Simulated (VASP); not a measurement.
VASP ran on this input.

### INCAR
```
SYSTEM  =  PbO2
PREC  =  Accurate; ENCUT  =  520; LREAL  =  .False.
LASPH  =  .True.
EDIFF  =  1E-7; NELM  =  100; ALGO  =  Normal
LMAXMIX  =  4
ISMEAR  =  0; SIGMA  =  0.05
GGA  =  ML; LUSE_VDW  =  .True.; AGGAC  =  0.0
ZAB_VDW  =  -1.8867
IBRION  =  2; NSW  =  30; ISIF  =  4
EDIFFG  =  -0.01
LWAVE  =  .False.; LCHARG  =  .False.
```

POSCAR:
```
PbO2
1.0
  5.0588605372   0.0000000000   0.0000000000
  0.0000000000   5.0588605372   0.0000000000
  0.0000000000   0.0000000000   3.4805917341
Pb O
2 4
Direct
  0.0000000000   0.0000000000   0.0000000000
  0.5000000000   0.5000000000   0.5000000000
  0.3076520505   0.3076520505   0.0000000000
  0.8076520505   0.1923479495   0.5000000000
  0.1923479495   0.8076520505   0.5000000000
  0.6923479495   0.6923479495   0.0000000000
```

File KPOINTS:
```
Automatic mesh
0
Gamma
5 5 6
0 0 0
```

POTCAR, in this order: Pb_d O (PBE.64 set). Program: vasp_std.

Task: Translate this vdW-DF2 calculation to Quantum ESPRESSO's pw.x.

Result: One equivalent input (not run):
```
&CONTROL
  calculation = 'vc-relax'
  pseudo_dir = './pseudo'
  outdir = './out'
  tprnfor = .true.
  tstress = .true.
  nstep = 30
  forc_conv_thr = 0.00039
/
&SYSTEM
  ibrav = 0
  nat = 6
  ntyp = 2
  ecutwfc = 84
  occupations = 'smearing'
  smearing = 'gaussian'
  degauss = 0.003675
  input_dft = 'vdw-df2'
/
&ELECTRONS
  conv_thr = 7.3e-09
  electron_maxstep = 100
/
&IONS
/
&CELL
  cell_dofree = 'shape'
/
ATOMIC_SPECIES
  Pb 207.200 Pb.upf
  O 15.999 O.upf
CELL_PARAMETERS angstrom
     5.0588605    0.0000000    0.0000000
     0.0000000    5.0588605    0.0000000
     0.0000000    0.0000000    3.4805917
ATOMIC_POSITIONS crystal
  Pb   0.0000000  0.0000000  0.0000000
  Pb   0.5000000  0.5000000  0.5000000
  O    0.3076521  0.3076521  0.0000000
  O    0.8076521  0.1923479  0.5000000
  O    0.1923479  0.8076521  0.5000000
  O    0.6923479  0.6923479  0.0000000
K_POINTS automatic
  5 5 6 0 0 0
```
What does not carry over: the potentials are each code's own (VASP's PAW set, PseudoDojo norm-conserving files in pw.x), so ENCUT and ecutwfc are chosen apart and not converted; conv_thr bounds pw.x's estimated SCF error, while EDIFF bounds the energy change between steps; forc_conv_thr acts on force components and is met together with etot_conv_thr.

The compound is PbO2 in the rutile structure. This cell is one point of a volume scan, at 0.94 of the reference volume. Symmetry was kept, so distortions that lower it aren't found.
